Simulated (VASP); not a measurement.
Shape and ions are relaxed at each volume.

Input:

```cif
data_O4Sn2
_chemical_formula_sum 'Sn2 O4'
_space_group_name_H-M_alt 'P 1'
_space_group_IT_number 1
_cell_length_a 4.88054
_cell_length_b 4.88054
_cell_length_c 3.25905
_cell_angle_alpha 90.000
_cell_angle_beta 90.000
_cell_angle_gamma 90.000
loop_
_space_group_symop_operation_xyz
  'x, y, z'
loop_
_atom_site_label
_atom_site_type_symbol
_atom_site_fract_x
_atom_site_fract_y
_atom_site_fract_z
_atom_site_occupancy
Sn1 Sn 0.00000 0.00000 0.00000 1
Sn2 Sn 0.50000 0.50000 0.50000 1
O1 O 0.30688 0.30688 0.00000 1
O2 O 0.80688 0.19312 0.50000 1
O3 O 0.19312 0.80688 0.50000 1
O4 O 0.69312 0.69312 0.00000 1
```

These are RPBE GGA, VASP's PBE PAW potentials (set 64) (plane waves; VASP 6.6.1) values and carry that method's errors. Run with 520 eV cut-off, 5×5×7 Γ-centred mesh, Gaussian smearing of 0.050 eV, potentials Sn_d O.

Task: Give the energy at these volumes per atom, relative to the lowest: 12.13, 12.52, 12.91, 13.30, 13.68 Å³.

Result: 27.0, 6.7, 0.0, 4.3, 17.6 meV/atom. A third-order Birch-Murnaghan fit gives B0 = 150 GPa and B0′ = 5.9.

The compound is SnO2 in the rutile structure. It was relaxed first, which changed the volume by +8 %.
